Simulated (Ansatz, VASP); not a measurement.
# Te2As in two plane-wave programs, part 2 of 2

One calculation is typed for both programs; each brings its own data sets. How far apart do they land? The cell is generated by rule, not measured, and may not be a known phase. The cell is taken from a series of runs on this material, whose earlier steps may have relaxed, scaled, displaced or heated it; both programs get it as it stands.

VASP 6.6.1 and Ansatz 0.2.0.

So far: Starting point; VASP: relaxation of cell and atoms, PBE, pair 1; Ansatz: relaxation of cell and atoms, PBE, pair 1; Comparison.

### 5. VASP: relaxation of cell and atoms, PBE, pair 2

Level of this step: PBE; plane waves and PAW (As, Te); invented cell (VASP).

The relaxed volume is the usual yardstick between codes: in a stiff, nearly cubic crystal its relative difference is about their pressure difference at one cell divided by the bulk modulus.

INCAR

```
SYSTEM = Te2As
PREC = Accurate
ENCUT = 500
EDIFF = 1E-07
NELM = 120
ISMEAR = 0
SIGMA = 0.1
LREAL = .FALSE.
ALGO = Normal
GGA = PE
NBANDS = 14
LORBIT = 11
LWAVE = .FALSE.
LCHARG = .FALSE.
ISIF = 3
IBRION = 2
NSW = 80
EDIFFG = -0.005
LASPH = .TRUE.
GGA_COMPAT = .FALSE.
NELMIN = 4
```

POSCAR

```
Te2As
1.0
    0.0000000000      3.5447870000      3.5447870000
    3.5447870000      0.0000000000      3.5447870000
    3.5447870000      3.5447870000      0.0000000000
As Te
1 2
Direct
    0.0000000000      0.0000000000      0.0000000000
    0.7499999295      0.7499999295      0.7499999295
    0.2499999295      0.2499999295      0.2499999295
```

KPOINTS

```
Automatic mesh
0
Gamma
10 10 10
0 0 0
```

Potentials, in the order of the species: As and Te (PBE family, release 64).

Command:

```console
$ mpirun -np 1 vasp_std
```

Numbers of over 12 decimals in the logs are rounded to 6 here.

Log:

```text
[... set-up lines as in an earlier step ...]
 entering main loop
       N       E                     dE             d eps       ncg     rms          rms(c)
DAV:   1     0.613288024947E+02    0.61329E+02   -0.60114E+03  1316   0.932E+02
DAV:   2    -0.596423282286E+01   -0.67293E+02   -0.63440E+02  1780   0.143E+02
DAV:   3    -0.986377565913E+01   -0.38995E+01   -0.38523E+01  1550   0.362E+01
DAV:   4    -0.992867314654E+01   -0.64897E-01   -0.64861E-01  1866   0.554E+00
[...]
DAV:  11    -0.992105790631E+01   -0.44577E-05   -0.68437E-06  1436   0.135E-02    0.603E-03
DAV:  12    -0.992105831699E+01   -0.41068E-06   -0.20657E-07  1586   0.254E-03    0.506E-03
DAV:  13    -0.992105838844E+01   -0.71447E-07   -0.95867E-08  1102   0.177E-03
   1 F= -.99210584E+01 E0= -.99149736E+01  d E =-.992106E+01
[...]
N       E                     dE             d eps       ncg     rms          rms(c)
DAV:   1    -0.992288654305E+01   -0.18282E-02   -0.37135E-02  1334   0.912E-01    0.201E-01
[...]
DAV:   8    -0.992136257256E+01   -0.20645E-06   -0.55666E-08  1052   0.141E-03    0.106E-03
DAV:   9    -0.992136258740E+01   -0.14840E-07   -0.55106E-09   766   0.510E-04
   2 F= -.99213626E+01 E0= -.99153309E+01  d E =-.304199E-03
 trial-energy change:   -0.000304  1 .order   -0.000314   -0.000943    0.000315
 step:   0.7407(harm=  0.7498)  dis= 0.00000  next Energy=    -9.921404 (dE=-0.345E-03)
[...]
N       E                     dE             d eps       ncg     rms          rms(c)
DAV:   1    -0.992150369699E+01   -0.14112E-03   -0.25016E-03  1334   0.237E-01    0.519E-02
DAV:   2    -0.992143428338E+01    0.69414E-04   -0.91617E-05  1352   0.567E-02    0.302E-02
DAV:   3    -0.992140764404E+01    0.26639E-04   -0.37677E-05  1406   0.298E-02    0.170E-02
DAV:   4    -0.992140483282E+01    0.28112E-05   -0.70103E-06  1516   0.128E-02    0.248E-02
DAV:   5    -0.992140446190E+01    0.37092E-06   -0.42751E-07  1484   0.404E-03    0.395E-03
DAV:   6    -0.992140433006E+01    0.13184E-06   -0.62545E-08  1000   0.182E-03    0.308E-03
DAV:   7    -0.992140439461E+01   -0.64554E-07   -0.11454E-08   694   0.726E-04
   3 F= -.99214044E+01 E0= -.99153593E+01  d E =-.346006E-03
[...]
reached required accuracy - stopping structural energy minimisation
```

Parts of OUTCAR (step 5):

```text
  Total        0.0013672      0.0013672      0.0013672      0.0000000      0.0000000     -0.0000000
  in kB        0.0244673      0.0244673      0.0244673      0.0000000      0.0000000     -0.0000000
  external PRESSURE =       0.0244673 kB  Pullay stress =       0.0000000 kB

 POSITION                                       TOTAL-FORCE (eV/Angst)
 -----------------------------------------------------------------------------------
      0.00000      0.00000      0.00000         0.000000      0.000000      0.000000
      5.32603      5.32603      5.32603         0.000000      0.000000      0.000000
      1.77534      1.77534      1.77534        -0.000000     -0.000000     -0.000000
 -----------------------------------------------------------------------------------
    total drift:                                0.000314      0.000314      0.000314

  FREE ENERGIE OF THE ION-ELECTRON SYSTEM (eV)
  ---------------------------------------------------
  free  energy   TOTEN  =        -9.9214043946 eV

  energy  without entropy=       -9.9093143054  energy(sigma->0) =       -9.91535935

[... 2 parts as in an earlier step ...]

[... 2 further parts left out ...]
[key lines of the parts left out:]
E-fermi :   5.8967
```

### 6. Ansatz: relaxation of cell and atoms, PBE, pair 2

The same cell, functional, mesh and smearing now go to Ansatz, which takes its cutoff from its data sets.

The cell is taken from a series of runs on this material, whose earlier steps may have relaxed, scaled, displaced or heated it; both programs get it as it stands.

input.yaml

```yaml
crystal:
  lattice:
    - [0.0, 3.544786597, 3.544786597]
    - [3.544786597, 0.0, 3.544786597]
    - [3.544786597, 3.544786597, 0.0]
  atoms:
    - { symbol: As, position: [0.0, 0.0, 0.0] }
    - { symbol: Te, position: [0.75, 0.75, 0.75] }
    - { symbol: Te, position: [0.25, 0.25, 0.25] }
kpoints:
  mp_grid: { grid: [10, 10, 10] }
hamiltonian:
  xc: pbe
scf:
  occupations: { method: gaussian, width: 0.1 }
output:
  forces: true
  stress: true
  eigenvalues: true
  write_density: true
  write_potential: true
  elf: true
  volumetric_format: npy
relax:
  adjacent_minimum: "off"
  f_tol: 0.005
  max_steps: 80
  cell: { stress_tol: 0.05 }
```

Command:

```console
$ ansatz run input.yaml --threads 4 --pin off --max-ram 8192MiB --backend cpu --events-out ev --progress --plain --runs-dir out
```

Log:

```text
[...]
Crystal: 3 atoms, lattice volume = 89.084 Å³
Basis set: ecut = 420 eV, 1807 PW (Γ), exchange–correlation on 72×72×72 points (8 copies of the dense FFT grid, shifted against one another)
Bands: 29, of which v1, the nominal top of the filled ones, is band 24 counted from 1 (23 counted from 0)
Symmetry: 48 space group operations
[...]
k-points: 47 of 1000
[...]
k-point 46: bands = [... 20 lower, 6.6015, 6.7113, 9.9570, 10.0202, 10.3566, 10.9403, 11.1524, 15.0469, ... 1 higher]
--- Relaxed structure (3 steps of the walk, 3 accepted, 1 SCFs on fresh bases) ---
[...]
cell:  # Å, volume = 89.5957 Å³
    - [0, 3.551559, 3.551559]
    - [3.551559, 0, 3.551559]
    - [3.551559, 3.551559, 0]
  atoms:
    - { symbol: As, position: [0, 0, 0] }
    - { symbol: Te, position: [0.75, 0.75, 0.75] }
    - { symbol: Te, position: [0.25, 0.25, 0.25] }
[key lines of the parts left out:]
SCF converged after 4 iterations
Free energy (F): -18815.005678 eV
Fermi energy:    9.298667 eV
P = ⅓ Tr σ = -0.0013 GPa (-0.013 kbar)
```

### 7. Side by side

What differs besides the data sets and the points named for the pairs above, as far as they apply: the data sets hold 47 valence electrons in Ansatz (on its default PAW (the set named soft_2) files) and 17 in VASP. Total energies have different zeros and are not compared.

The two programs side by side:

```csv
quantity,Ansatz,VASP,difference
volume (Å³),89.60,89.53,+0.07 %
"edge a after relaxation, in the typed setting (Å)",5.023,5.021,+0.03 %
```

### 8. What came out

```yaml
difference_in_volume_relaxation_of_cell_and_atoms_pbe_pair_1: 0.094 %
difference_in_volume_relaxation_of_cell_and_atoms_pbe_pair_2: 0.073 %
```

What this shows: The difference in volume is 0.094 % (relaxation of cell and atoms, PBE, pair 1), within the 1.2 % picked in this series as the mark of a large difference, as far as the stopping tolerances let one tell. The data sets hold unlike numbers of valence electrons (47 in Ansatz and 17 in VASP), so part of the differences comes from the potentials. 1 further run of this series is not shown here. Such differences can come from data sets, numerical settings and the points named under the comparisons, not from the functional's error against experiment.

[Lines on the potential files, build, host, timing and source positions are cut from VASP's logs without a mark.]

[Logs are printed without paths, hosts, clocks, repeated set-up lines and the standing remarks that a program may print on its own settings, such as how far it seeks lower states.]

[Hosts, paths, dates, database ids (printed as entryN), source tags and the programs' standing remarks are cut or masked in the printed files.]
